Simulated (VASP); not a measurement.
All values below come from HSE06 screened hybrid, VASP's PBE PAW potentials (set 64) (plane waves; VASP).

VASP ran on this input.

**INCAR**
```
ISYM=0
LMAXMIX=4   ! l cut-off of mixed one-centre charges
PRECFOCK=Fast
LORBIT=10
ISPIN=2
MAGMOM=63*0.0317
NUPDOWN=2
SIGMA=0.05   ! width (eV)
LREAL=Auto   ! projection in real space or not
NELECT=252.0
SYSTEM=Ga31P32
LHFCALC=.TRUE.
LCHARG=.FALSE.
NELMIN=4
ALGO=Normal
EDIFF=1E-5   ! SCF stop (eV)
AEXX=0.25
ISIF=0
HFSCREEN=0.2
LWAVE=.FALSE.
GGA=PE   ! PBE
PREC=Normal
LASPH=.TRUE.   ! aspherical one-centre terms
ENCUT=400
ISMEAR=0   ! Gaussian
NELM=50   ! most electronic steps
```

### POSCAR
```
Ga31P32
22.1342180
  0.5000000094   0.0000000000   0.0000000000
  0.0000000000   0.5000000094   0.0000000000
  0.0000000000   0.0000000000   0.5000000094
Ga P
31 32
Cartesian
  0.2500242479   0.0001824683   0.0000728428
  0.3747732939   0.1251973610   0.0000739331
  0.3748000254   0.4998503648   0.1254350480
  0.0000278837   0.0000435275   0.0000434664
  0.1253413859   0.1253612893   0.0002770150
  0.2500426920   0.2500221832   0.0000834948
  0.3747369860   0.3747406114   0.0002160803
  0.1253029072   0.0003615334   0.1253495602
  0.2504597667   0.1262536867   0.1263147371
  0.3736990447   0.2495248404   0.1263353402
  0.2500776835   0.0000495059   0.2501025256
  0.3737540747   0.1263901470   0.2495436023
  0.3746957254   0.0002865868   0.3747618934
  0.0000011769   0.2499550275   0.0000997085
  0.1252355285   0.3748708052   0.0000275113
  0.0002403816   0.1253604362   0.1253673359
  0.1261985022   0.2505419802   0.1262633868
  0.2494892466   0.3738383677   0.1262063181
  0.4999569880   0.0001642315   0.2499622326
  0.1262029128   0.1262134828   0.2505110900
  0.3738683966   0.3738548083   0.2505087246
  0.1253948072   0.4998712297   0.3747298117
  0.2495105476   0.1262901043   0.3738159997
  0.3737835401   0.2504796233   0.3738214392
  0.4998318758   0.3748374338   0.1254159112
  0.0000516928   0.2500351005   0.2500866036
  0.1262106467   0.3738675316   0.2495169196
  0.4999806667   0.1252594233   0.3747891052
  0.1262937729   0.2495570675   0.3738001721
  0.2505245127   0.3737887081   0.3738969189
  0.0001419895   0.3747995522   0.3747109876
  0.3127186409   0.0626175980   0.0628468665
  0.4373731073   0.1872648449   0.0627957535
  0.4373506485   0.0627953367   0.1873176984
  0.0625361031   0.0626481747   0.0625865612
  0.1876462158   0.1876642806   0.0628813242
  0.3123973256   0.3124364227   0.0628311112
  0.4374395681   0.4375018711   0.0626470213
  0.1876705261   0.0628478028   0.1877209010
  0.3106591765   0.1893319931   0.1893476441
  0.4372625505   0.3124034754   0.1876817910
  0.3123943917   0.0628929469   0.3123923768
  0.4373255889   0.1876122851   0.3124540861
  0.4374633772   0.0626157553   0.4375134574
  0.0625457933   0.3127987624   0.0627422974
  0.1872492311   0.4375609433   0.0627292104
  0.0628200675   0.1876530176   0.1876931208
  0.1891614492   0.3109069616   0.1891774046
  0.3124003203   0.4372559307   0.1876760063
  0.0626717741   0.0626104936   0.3127525634
  0.1892218768   0.1891987907   0.3108133197
  0.3108768949   0.3108813723   0.3109299414
  0.4373773502   0.4375324773   0.3127770289
  0.1872476077   0.0627171608   0.4374329536
  0.3124301791   0.1875475306   0.4373807417
  0.4374001689   0.3127775732   0.4374139438
  0.0626365679   0.4375286169   0.1872702279
  0.0627708328   0.3124668356   0.3124124736
  0.1876710378   0.4372754014   0.3124409677
  0.0627037213   0.1872623073   0.4374455022
  0.1875777781   0.3124402812   0.4373811321
  0.3127761714   0.4375016428   0.4374656425
  0.0625838425   0.4375058722   0.4374454724
```

**KPOINTS**
```
K-points
0
Gamma
 1 1 1
```

POTCAR, in this order: Ga P (PBE.64 set). Program: vasp_gam. Read from the step before: WAVECAR.

The run wrote:

OSZICAR:
```
       N       E                     dE             d eps       ncg     rms          rms(c)
DAV:   1    -0.336808470554E+03   -0.33681E+03   -0.17191E+01   636   0.107E+01    0.106E+01
DAV:   2    -0.336978885369E+03   -0.17041E+00   -0.78220E-01   706   0.137E+00    0.702E+00
DAV:   3    -0.336967231468E+03    0.11654E-01   -0.15680E-01   714   0.589E-01    0.407E+00
DAV:   4    -0.336970343353E+03   -0.31119E-02   -0.49437E-02   728   0.329E-01    0.233E+00
DAV:   5    -0.336983533793E+03   -0.13190E-01   -0.13339E-02   728   0.198E-01    0.135E+00
DAV:   6    -0.336993728818E+03   -0.10195E-01   -0.12100E-02   728   0.196E-01    0.750E-01
DAV:   7    -0.336993621437E+03    0.10738E-03   -0.43253E-03   761   0.119E-01    0.407E-01
DAV:   8    -0.336993367549E+03    0.25389E-03   -0.99204E-04   738   0.614E-02    0.225E-01
DAV:   9    -0.336993292455E+03    0.75094E-04   -0.41594E-04   738   0.382E-02    0.121E-01
DAV:  10    -0.336993289879E+03    0.25756E-05   -0.13990E-04   713   0.202E-02    0.646E-02
DAV:  11    -0.336993291179E+03   -0.12998E-05   -0.28762E-05   498   0.857E-03
   1 F= -.33699329E+03 E0= -.33699319E+03  d E =-.194255E-03  mag=     2.0000
```

**OUTCAR**
```
------------------------ aborting loop because EDIFF is reached ----------------------------------------
  volume of cell :     1355.51
      direct lattice vectors                 reciprocal lattice vectors
    11.067109208  0.000000000  0.000000000     0.090357832  0.000000000  0.000000000
     0.000000000 11.067109208  0.000000000     0.000000000  0.090357832  0.000000000
     0.000000000  0.000000000 11.067109208     0.000000000  0.000000000  0.090357832
  FREE ENERGIE OF THE ION-ELECTRON SYSTEM (eV)
  ---------------------------------------------------
  free  energy   TOTEN  =      -336.9932911788 eV

  energy  without entropy=     -336.9930969242  energy(sigma->0) =     -336.99319405

  exchange ACFDT corr.  =         0.00000000  see jH, gK, PRB 81, 115126

 total charge

# of ion       s       p       d       tot
------------------------------------------
    1        1.084   1.256   0.161   2.500
    2        1.076   1.273   0.166   2.514
    3        1.076   1.274   0.166   2.516
    4        1.075   1.269   0.164   2.509
    5        1.076   1.274   0.166   2.516
    6        1.076   1.274   0.166   2.516
    7        1.076   1.272   0.165   2.514
    8        1.076   1.274   0.166   2.516
    9        1.079   1.262   0.163   2.505
   10        1.079   1.260   0.163   2.502
   11        1.076   1.274   0.167   2.516
   12        1.079   1.262   0.163   2.504
   13        1.076   1.273   0.166   2.515
   14        1.084   1.254   0.160   2.498
   15        1.076   1.272   0.165   2.513
   16        1.076   1.274   0.166   2.517
   17        1.079   1.262   0.163   2.504
   18        1.079   1.260   0.163   2.502
   19        1.084   1.256   0.161   2.501
   20        1.079   1.263   0.163   2.505
   21        1.079   1.260   0.163   2.502
   22        1.076   1.274   0.166   2.515
   23        1.079   1.262   0.163   2.504
   24        1.079   1.261   0.163   2.502
   25        1.076   1.274   0.166   2.515
   26        1.076   1.274   0.166   2.517
   27        1.079   1.261   0.163   2.502
   28        1.076   1.273   0.165   2.515
   29        1.079   1.261   0.162   2.502
   30        1.079   1.261   0.163   2.502
   31        1.076   1.273   0.166   2.514
   32        1.013   1.512   0.000   2.525
   33        1.014   1.511   0.000   2.525
   34        1.013   1.512   0.000   2.525
   35        1.010   1.520   0.000   2.530
   36        1.008   1.525   0.000   2.533
   37        1.008   1.525   0.000   2.533
   38        1.010   1.520   0.000   2.529
   39        1.008   1.526   0.000   2.534
   40        1.048   1.427   0.000   2.475
   41        1.008   1.525   0.000   2.533
   42        1.008   1.525   0.000   2.533
   43        1.008   1.525   0.000   2.533
   44        1.010   1.519   0.000   2.529
   45        1.013   1.511   0.000   2.524
   46        1.014   1.511   0.000   2.524
   47        1.008   1.525   0.000   2.533
   48        1.048   1.427   0.000   2.475
   49        1.008   1.525   0.000   2.533
   50        1.014   1.509   0.000   2.524
   51        1.049   1.422   0.000   2.471
   52        1.048   1.425   0.000   2.473
   53        1.014   1.510   0.000   2.524
   54        1.014   1.509   0.000   2.524
   55        1.008   1.524   0.000   2.532
   56        1.014   1.510   0.000   2.524
   57        1.013   1.511   0.000   2.525
   58        1.008   1.525   0.000   2.533
   59        1.008   1.525   0.000   2.533
   60        1.014   1.509   0.000   2.523
   61        1.008   1.524   0.000   2.532
   62        1.014   1.510   0.000   2.524
   63        1.010   1.519   0.000   2.529
--------------------------------------------------
tot         65.908  87.473   5.088 158.469

 magnetization (x)

# of ion       s       p       d       tot
------------------------------------------
    1       -0.003   0.012   0.003   0.012
    2       -0.000  -0.003  -0.001  -0.004
    3       -0.000  -0.004  -0.001  -0.005
    4        0.000  -0.002  -0.001  -0.003
    5       -0.000  -0.003  -0.001  -0.004
    6        0.001  -0.002  -0.002  -0.003
    7       -0.000  -0.003  -0.001  -0.005
    8       -0.000  -0.003  -0.001  -0.005
    9       -0.002   0.003   0.005   0.005
   10       -0.002   0.003   0.005   0.005
   11        0.001  -0.002  -0.002  -0.003
   12       -0.002   0.003   0.005   0.005
   13       -0.000  -0.003  -0.001  -0.005
   14       -0.003   0.014   0.003   0.014
   15       -0.000  -0.003  -0.001  -0.004
   16       -0.000  -0.003  -0.001  -0.005
   17       -0.003   0.004   0.005   0.006
   18       -0.002   0.002   0.004   0.004
   19       -0.003   0.011   0.003   0.011
   20       -0.002   0.002   0.003   0.003
   21       -0.002   0.001   0.004   0.002
   22        0.000  -0.003  -0.001  -0.004
...
```
(Selected blocks of OUTCAR.)

OUTCAR:
```
 val. band max:        2.3999692927   @ k =   0.0000   0.0000   0.0000

 cond. band min:       2.6303580453   @ k =   0.0000   0.0000   0.0000


 Fermi energy:         2.5185024372

 spin component 1

 k-point     1 :       0.0000    0.0000    0.0000
  band No.  band energies     occupation
      1     -10.9805      1.00000
      2      -9.9904      1.00000
      3      -9.9887      1.00000
      4      -9.9857      1.00000
      5      -9.9801      1.00000
      6      -9.9785      1.00000
      7      -9.8680      1.00000
      8      -9.1922      1.00000
      9      -9.1911      1.00000
     10      -9.1858      1.00000
     11      -9.1732      1.00000
     12      -9.1718      1.00000
     13      -9.1696      1.00000
     14      -9.1678      1.00000
     15      -9.1661      1.00000
     16      -9.1623      1.00000
     17      -9.1612      1.00000
     18      -9.1592      1.00000
     19      -9.0879      1.00000
     20      -9.0258      1.00000
     21      -9.0242      1.00000
     22      -9.0179      1.00000
     23      -8.7448      1.00000
     24      -8.1221      1.00000
     25      -8.1196      1.00000
     26      -8.1179      1.00000
     27      -8.0549      1.00000
     28      -8.0539      1.00000
     29      -8.0506      1.00000
     30      -8.0493      1.00000
     31      -8.0485      1.00000
     32      -8.0463      1.00000
     33      -4.7060      1.00000
     34      -4.7013      1.00000
     35      -4.6674      1.00000
     36      -4.5194      1.00000
     37      -4.5125      1.00000
     38      -4.5078      1.00000
     39      -4.4997      1.00000
     40      -4.4730      1.00000
     41      -4.4724      1.00000
     42      -4.4707      1.00000
     43      -4.4676      1.00000
     44      -4.4663      1.00000
     45      -3.9553      1.00000
     46      -3.3238      1.00000
     47      -3.3219      1.00000
     48      -3.3213      1.00000
     49      -3.3188      1.00000
...
```

The cell is charged, with a uniform compensating background. The supercell is sampled at Γ alone, which is coarse: total energies, pressure and levels can be off, energies of defects by several tenths of an eV.

The cell is a supercell with a defect, built from GaP (zinc blende): vac_Ga, charge +1. The cell's shape comes from a PBE relaxation.
